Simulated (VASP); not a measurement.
```yaml
crystal:
  lattice:
    - [4.61089, 0.00000, 0.00000]
    - [0.00000, 4.61089, 0.00000]
    - [0.00000, 0.00000, 4.61089]
  atoms:
    - { symbol: Zr, position: [0.00000, 0.00000, 0.00000] }
    - { symbol: Zr, position: [0.50000, 0.50000, 0.00000] }
    - { symbol: Zr, position: [0.50000, 0.00000, 0.50000] }
    - { symbol: C, position: [0.50000, 0.50000, 0.50000] }
    - { symbol: C, position: [0.00000, 0.00000, 0.50000] }
    - { symbol: C, position: [0.00000, 0.50000, 0.00000] }
    - { symbol: C, position: [0.50000, 0.00000, 0.00000] }
    - { symbol: Nb, position: [0.00000, 0.50000, 0.50000] }
```

Computed with PBEsol GGA, VASP's PBE PAW potentials (set 64) (plane waves; VASP 6.6.1). Settings: 520 eV cut-off, 6×6×6 Γ-centred mesh, first-order Methfessel-Paxton smearing of 0.10 eV, potentials Zr_sv C Nb_sv.

Q: What does the run give for the energy per atom (σ→0), band gap (on the k-mesh) with the smallest direct gap where there is one?

A: 
The band gap (on the k-mesh) is none (metal, semimetal or under 0.01 eV). The energy per atom (σ→0) is -10.440 eV/atom.

The absolute energy has meaning only against runs of the same code, potentials and settings.

The structure was generated: NbZr3C4 was put into an ordered model structure (Pm-3m), which need not be its known phase. It was relaxed first. The start is the result of an earlier pass. The electron count is odd and the run is not spin-polarised, which forces a metal.
